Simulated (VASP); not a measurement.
These are PBEsol GGA, VASP's PBE PAW potentials (set 64) (plane waves; VASP) values and carry that method's errors.

Input for VASP

POSCAR:
```
DyRh
3.36530
  0.9999998838   0.0000000000   0.0000000000
  0.0000000000   0.9999998838   0.0000000000
  0.0000000000   0.0000000000   0.9999998838
Dy Rh
1 1
Cartesian
  0.0000000000   0.0000000000   0.0000000000
  0.4999999419   0.4999999419   0.4999999419
```

KPOINTS:
```
Automatic
0
G
  12 12 12
```

**INCAR**
```
SYSTEM = DyRh
PREC = Accurate
ENCUT = 400
EDIFF = 1E-7
NELM = 100
ALGO = Normal
LREAL = .FALSE.
LASPH = .TRUE.
ISMEAR = -5
GGA = PS
LMAXMIX = 6
LWAVE = .FALSE.
LCHARG = .TRUE.
LORBIT = 11
NEDOS = 601
ISIF = 2
```

POTCAR, in this order: Dy_3 Rh_pv (PBE.64 set). Program: vasp_std.

The run wrote:

OSZICAR:
```
       N       E                     dE             d eps       ncg     rms          rms(c)
DAV:   1     0.143831171326E+03    0.14383E+03   -0.12209E+04  2880   0.125E+03
DAV:   2    -0.109047591266E+02   -0.15474E+03   -0.15364E+03  3080   0.398E+02
DAV:   3    -0.152438361235E+02   -0.43391E+01   -0.42968E+01  3432   0.557E+01
DAV:   4    -0.153116744351E+02   -0.67838E-01   -0.66821E-01  3136   0.856E+00
DAV:   5    -0.153133269188E+02   -0.16525E-02   -0.16496E-02  3568   0.126E+00    0.358E+01
DAV:   6    -0.153335873583E+02   -0.20260E-01   -0.13194E+01  2736   0.217E+01    0.121E+01
DAV:   7    -0.150285944900E+02    0.30499E+00   -0.96981E+00  3000   0.193E+01    0.160E+01
DAV:   8    -0.147786163080E+02    0.24998E+00   -0.18252E+00  2696   0.880E+00    0.149E+00
DAV:   9    -0.147815691325E+02   -0.29528E-02   -0.31164E-02  3320   0.123E+00    0.736E-01
DAV:  10    -0.147810922620E+02    0.47687E-03   -0.32964E-03  2928   0.461E-01    0.126E-01
DAV:  11    -0.147810929708E+02   -0.70879E-06   -0.97263E-05  3416   0.996E-02    0.281E-02
DAV:  12    -0.147810879124E+02    0.50584E-05   -0.17835E-05  3960   0.323E-02    0.855E-03
DAV:  13    -0.147810880508E+02   -0.13840E-06   -0.71320E-07  2920   0.633E-03    0.535E-03
DAV:  14    -0.147810879628E+02    0.88089E-07   -0.86285E-08  1872   0.261E-03
   1 F= -.14781088E+02 E0= -.14781088E+02  d E =0.000000E+00
```

File OUTCAR:
```
------------------------ aborting loop because EDIFF is reached ----------------------------------------
  FORCE on cell =-STRESS in cart. coord.  units (eV):
  Direction    XX          YY          ZZ          XY          YZ          ZX
  --------------------------------------------------------------------------------------
  Total        0.0490631      0.0490631      0.0490631      0.0000000      0.0000000     -0.0000000
  in kB        2.0625000      2.0625000      2.0625000      0.0000000      0.0000000     -0.0000000
  external PRESSURE =       2.0625000 kB  Pullay stress =       0.0000000 kB
  volume of cell :       38.11
      direct lattice vectors                 reciprocal lattice vectors
     3.365299609  0.000000000  0.000000000     0.297150363  0.000000000  0.000000000
     0.000000000  3.365299609  0.000000000     0.000000000  0.297150363  0.000000000
     0.000000000  0.000000000  3.365299609     0.000000000  0.000000000  0.297150363
 POSITION                                       TOTAL-FORCE (eV/Angst)
 -----------------------------------------------------------------------------------
      0.00000      0.00000      0.00000         0.000000      0.000000      0.000000
      1.68265      1.68265      1.68265         0.000000      0.000000      0.000000
 -----------------------------------------------------------------------------------
    total drift:                                0.000000      0.000000     -0.000000
  FREE ENERGIE OF THE ION-ELECTRON SYSTEM (eV)
  ---------------------------------------------------
  free  energy   TOTEN  =       -14.7810879628 eV

  energy  without entropy=      -14.7810879628  energy(sigma->0) =      -14.78108796

 total charge

# of ion       s       p       d       tot
------------------------------------------
    1        0.470   6.728   1.335   8.534
    2        0.422   6.156   7.296  13.874
--------------------------------------------------
tot          0.892  12.884   8.631  22.408
```
(Selected blocks of OUTCAR.)

The 4f electrons are frozen in the core of the lanthanide potential, so 4f levels, which can set the real gap, and their magnetism are missing. For a metal the tetrahedron method with Blöchl corrections gives inexact stress and forces.

The structure comes from a measured DyRh entry (Pm-3m) of the Crystallography Open Database, whose conditions weren't checked. It was relaxed first.
